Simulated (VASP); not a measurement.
The system is NaLaMnMoO6.

```
Na La Mn Mo O
1.0
    -2.72294    2.72294    3.89889
     2.72294   -2.72294    3.89889
     2.72294    2.72294   -3.89889
Na La Mn Mo O
1 1 1 1 6
Direct
  0.25000 0.75000 0.50000
  0.75000 0.25000 0.50000
  0.50000 0.50000 0.00000
  0.00000 0.00000 0.00000
  0.20766 0.29607 0.50371
  0.29605 0.79234 0.08841
  0.79236 0.70395 0.49629
  0.70393 0.20764 0.91159
  0.25194 0.25194 0.00000
  0.74806 0.74806 0.00000
```

The cell was built by a generator and needn't be a form met in nature.

```yaml
Program: VASP 6.6.1
Task: relaxation of cell and atoms
Functional: vdW-DF-cx
Potentials_or_basis: VASP PAW PBE potentials, release 64 (Na_pv, La, Mn_pv, Mo_sv, O)
Cutoff: 600 eV
k_mesh: 7 × 7 × 7
Occupations: fermi-dirac, width 0.05 eV
Spin: collinear spin, ferromagnetic start
Starting_moments: "[0.0, 0.0, 4.0, 1.0, 0.0, 0.0, 0.0, 0.0, 0.0, 0.0] μB"
```

At the start: pressure -5.0 GPa; volume 11.56 Å³/atom.

Question: How do energy, volume and symmetry change on relaxing?

Answer: Over 18 steps the energy falls by 6.4 meV/atom and the volume is 11.18 Å³/atom (-3.3 %); space group I-4 (No. 82, to 0.05 Å); moment 1.44 μB per cell.

Step by step:
| step | energy change (eV) | largest force (eV/Å) | pressure (GPa) | volume (Å³) |
| --- | --- | --- | --- | --- |
| 1 | 0.0000 | 0.1029 | -4.98 | 115.63 |
| 2 | -0.0161 | 0.5472 | 4.54 | 109.72 |
| 3 | -0.0538 | 0.2993 | -0.23 | 112.32 |
| 4 | -0.0615 | 0.0763 | 0.37 | 111.63 |
| 5 | -0.0616 | 0.0695 | 0.26 | 111.72 |
| 6 | -0.0624 | 0.0503 | -0.24 | 111.97 |
| 7 | -0.0624 | 0.0494 | -0.28 | 111.99 |
| 8 | -0.0630 | 0.0283 | -0.17 | 111.92 |
| 9 | -0.0633 | 0.0295 | 0.00 | 111.82 |
| 10 | -0.0634 | 0.0146 | 0.01 | 111.79 |
| 11 | -0.0634 | 0.0155 | 0.01 | 111.78 |
| 12 | -0.0634 | 0.0217 | 0.02 | 111.77 |
| 13 | -0.0634 | 0.0166 | 0.00 | 111.78 |
| 14 | -0.0634 | 0.0142 | 0.04 | 111.77 |
| 15 | -0.0635 | 0.0066 | 0.10 | 111.74 |
| 16 | -0.0635 | 0.0047 | 0.16 | 111.73 |
| 17 | -0.0635 | 0.0045 | 0.11 | 111.75 |
| 18 | -0.0635 | 0.0025 | 0.04 | 111.80 |

Final structure:
```yaml
crystal:
  lattice:
    - [-2.69344, 2.69344, 3.85281]
    - [2.69344, -2.69344, 3.85281]
    - [2.69344, 2.69344, -3.85281]
  atoms:
    - { symbol: Na, position: [0.25000, 0.75000, 0.50000] }
    - { symbol: La, position: [0.75000, 0.25000, 0.50000] }
    - { symbol: Mn, position: [0.50000, 0.50000, 0.00000] }
    - { symbol: Mo, position: [0.00000, 0.00000, 0.00000] }
    - { symbol: O, position: [0.21182, 0.29641, 0.50553] }
    - { symbol: O, position: [0.29371, 0.78818, 0.08460] }
    - { symbol: O, position: [0.79088, 0.70629, 0.49447] }
    - { symbol: O, position: [0.70359, 0.20912, 0.91540] }
    - { symbol: O, position: [0.25317, 0.25317, 0.00000] }
    - { symbol: O, position: [0.74683, 0.74683, 0.00000] }
```

Caveat: the PAW data sets were made with another functional, which shifts forces and pressure a little; a cell with one magnetic atom can't hold antiferromagnetic order, which such compounds often take.
